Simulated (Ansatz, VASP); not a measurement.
# SiO2 (Stishovite): VASP beside Ansatz, part 2 of 2

One calculation is typed for both programs; each brings its own data sets. How far apart do they land? The cell is taken from a series of runs on this material, whose earlier steps may have relaxed, scaled, displaced or heated it; both programs get it as it stands.

VASP 6.6.1 and Ansatz 0.2.0.

So far: The structure; VASP: relaxation of cell and atoms, PBE with D3(BJ); Ansatz: relaxation of cell and atoms, PBE with D3(BJ); Comparison.

## 5. VASP: zone-centre phonons, PBE with D3(BJ)

Level of this step: PBE with D3(BJ); plane waves and PAW (Si, O) (VASP).

Second derivatives magnify differences that forces hide, and they need a tight electronic threshold.

INCAR

```
SYSTEM = SiO2
PREC = Accurate
ENCUT = 600
EDIFF = 1E-08
NELM = 120
ISMEAR = 0
SIGMA = 0.01
LREAL = .FALSE.
ALGO = Normal
GGA = PE
IVDW = 12
NBANDS = 22
LORBIT = 11
LWAVE = .FALSE.
LCHARG = .FALSE.
ISIF = 2
IBRION = 6
NFREE = 2
POTIM = 0.015
NSW = 1
LASPH = .TRUE.
GGA_COMPAT = .FALSE.
EFERMI = MIDGAP
KPAR = 2
```

POSCAR

```
SiO2
1.0
    4.2040570020      0.0000000000      0.0000000000
    0.0000000000      4.2040570020      0.0000000000
    0.0000000000      0.0000000000      2.6818878435
Si O
2 4
Direct
    0.0000000000      0.0000000000      0.0000000000
    0.5000000000      0.5000000000      0.5000000000
    0.3061414247      0.3061414247      0.0000000000
    0.1938585753      0.8061414247      0.5000000000
    0.6938585753      0.6938585753      0.0000000000
    0.8061414247      0.1938585753      0.5000000000
```

KPOINTS

```
Automatic mesh
0
Gamma
6 6 8
0 0 0
```

PAW data sets: Si and O (PBE family, release 64).

Started as:

```console
> mpirun -np 2 vasp_std
```

Numbers of over 12 decimals in the logs are rounded to 6 here.

The program printed:

```text
[... set-up lines as in an earlier step ...]
 entering main loop
       N       E                     dE             d eps       ncg     rms          rms(c)
DAV:   1     0.171912456108E+03    0.17191E+03   -0.19599E+04  2200   0.158E+03
DAV:   2    -0.430053020814E+02   -0.21492E+03   -0.20530E+03  2896   0.322E+02
DAV:   3    -0.508593624895E+02   -0.78541E+01   -0.78266E+01  2794   0.625E+01
DAV:   4    -0.509149802646E+02   -0.55618E-01   -0.55595E-01  2734   0.604E+00
[...]
DAV:  13    -0.463162129095E+02    0.10046E-06   -0.13332E-06  2710   0.858E-03    0.342E-03
DAV:  14    -0.463162129303E+02   -0.20724E-07   -0.34669E-08  2586   0.145E-03    0.912E-04
DAV:  15    -0.463162129355E+02   -0.52737E-08   -0.53637E-09  1742   0.610E-04
   1 F= -.47732528E+02 E0= -.47732528E+02  d E =0.000000E+00
[... from here on, the cycles between the ionic steps are left out ...]
   2 F= -.47729098E+02 E0= -.47729098E+02  d E =0.000000E+00
   3 F= -.47729098E+02 E0= -.47729098E+02  d E =0.000000E+00
   4 F= -.47729981E+02 E0= -.47729981E+02  d E =0.000000E+00
   5 F= -.47729981E+02 E0= -.47729981E+02  d E =0.000000E+00
   6 F= -.47729910E+02 E0= -.47729910E+02  d E =0.000000E+00
   7 F= -.47730268E+02 E0= -.47730268E+02  d E =0.000000E+00
   8 F= -.47730338E+02 E0= -.47730338E+02  d E =0.000000E+00
   9 F= -.47730338E+02 E0= -.47730338E+02  d E =0.000000E+00
 Finite differences progress:
  Degree of freedom:   4/  4
  Displacement:        2/  2
  Total:               8/  8
```

Parts of OUTCAR (step 5):

```text
 Edisp (eV)   -1.41632

  FREE ENERGIE OF THE ION-ELECTRON SYSTEM (eV)
  ---------------------------------------------------
  free  energy   TOTEN  =       -47.7303375293 eV

  energy  without entropy=      -47.7303375293  energy(sigma->0) =      -47.73033753

[... 1 part as in an earlier step ...]

[... 1 further part left out ...]
[key lines of the parts left out:]
E-fermi :  10.6432
```

Levels, forces or a CONTCAR printed for this step are those of its last displaced cell, not of the structure at rest.

## 6. Ansatz: zone-centre phonons, PBE with D3(BJ)

The same cell, functional and mesh now go to Ansatz, which takes its cutoff from its data sets.

The cell is taken from a series of runs on this material, whose earlier steps may have relaxed, scaled, displaced or heated it; both programs get it as it stands.

input.yaml

```yaml
crystal:
  lattice:
    - [4.204057002, 0.0, 0.0]
    - [0.0, 4.204057002, 0.0]
    - [0.0, 0.0, 2.6818878435]
  atoms:
    - { symbol: Si, position: [0.0, 0.0, 0.0] }
    - { symbol: Si, position: [0.5, 0.5, 0.5] }
    - { symbol: O, position: [0.3061414247, 0.3061414247, 0.0] }
    - { symbol: O, position: [0.1938585753, 0.8061414247, 0.5] }
    - { symbol: O, position: [0.6938585753, 0.6938585753, 0.0] }
    - { symbol: O, position: [0.8061414247, 0.1938585753, 0.5] }
kpoints:
  mp_grid: { grid: [6, 6, 8] }
hamiltonian:
  xc: pbe
  dispersion: d3bj
  pseudopotentials: { kind: paw, azcp: { folder: soft_1 } }
scf:
  occupations: { method: fixed }
output:
  eigenvalues: true
phonons:
  method: dfpt
```

Started as:

```console
> ansatz run input.yaml --threads 8 --pin off --max-ram 15360MiB --backend cpu --events-out ev --progress --plain --runs-dir out
```

The program printed:

```text
zone centre: on kpoints.mp_grid the ground state, and the responses unless they are solved on pairs of k-points, stand on 100 of the mesh's 288 k-points, reduced under 2 symmetry operations, with k and −k counted as one. Each operation leaves every solved displacement unchanged or reverses it
[...]
Crystal: 6 atoms, lattice volume = 47.400 Å³
[...]
ASR residual per site (eV/Å²): 2.32e-4 2.32e-4 1.25e-4 1.25e-4 1.25e-4 1.25e-4
  Γ frequencies (cm⁻¹): 0.00 0.00 0.00 216.63 374.38 444.48 444.48 558.50 558.50 569.35 569.35 582.20 639.40 734.64 738.48 808.34 808.34 926.93
  non-analytic LO–TO correction: not included (Born effective charges unavailable; polar crystals: no LO–TO splitting at Γ)
[key lines of the parts left out:]
SCF converged after 8 iterations
Free energy (F): -3548.447647 eV
Fermi energy:    10.261628 eV
```

## 7. Comparison

What differs besides the data sets and the points named for the pairs above, as far as they apply: Ansatz takes the dispersion share of the force constants at frozen C6 weights, VASP differentiates the full forces; VASP uses finite displacements, Ansatz perturbation theory. Total energies have different zeros and are not compared.

Both answers:

```csv
quantity,Ansatz,VASP,difference
optical mode 1 (cm⁻¹),216.6,218.3,-0.76 %
optical mode 2 (cm⁻¹),374.4,376.9,-0.66 %
optical mode 3 to 4 (cm⁻¹),444.5,447.7,-0.71 %
optical mode 5 to 6 (cm⁻¹),558.5,560.2,-0.29 %
optical mode 7 to 8 (cm⁻¹),569.4,572.1,-0.49 %
optical mode 9 (cm⁻¹),582.2,584.9,-0.46 %
optical mode 10 (cm⁻¹),639.4,644.0,-0.72 %
optical mode 11 (cm⁻¹),734.6,736.4,-0.23 %
optical mode 12 (cm⁻¹),738.5,743.0,-0.61 %
optical mode 13 to 14 (cm⁻¹),808.3,809.5,-0.15 %
optical mode 15 (cm⁻¹),926.9,927.0,-0.01 %
```

Modes are paired by rising frequency, not by their patterns, so a pair may set unlike modes beside each other; they are those without the splitting of longitudinal modes.

## 8. Summary of results

| Property | Result |
| --- | --- |
| difference in volume (relaxation of cell and atoms, PBE with D3(BJ)) | 0.11 % |
| r.m.s. difference of the optical zone-centre modes, each program's sorted by frequency (zone-centre phonons, PBE with D3(BJ)) | 2.7 cm⁻¹ |
| difference in optical mode 1 (zone-centre phonons, PBE with D3(BJ)) | -0.8 % |

The difference in volume is 0.11 % (relaxation of cell and atoms, PBE with D3(BJ)), within the 1.2 % picked in this series as the mark of a large difference, as far as the stopping tolerances let one tell. Among the rows given in per cent, the largest difference of the zone-centre phonons, PBE with D3(BJ) pair is in optical mode 1, -0.8 %. Such differences can come from data sets, numerical settings and the points named under the comparisons, not from the functional's error against experiment.

[Lines on the potential files, build, host, timing and source positions are cut from VASP's logs without a mark.]

[Logs are printed without paths, hosts, clocks, repeated set-up lines and the standing remarks that a program may print on its own settings, such as how far it seeks lower states.]

[Hosts, paths, dates, database ids (printed as entryN), source tags and the programs' standing remarks are cut or masked in the printed files.]
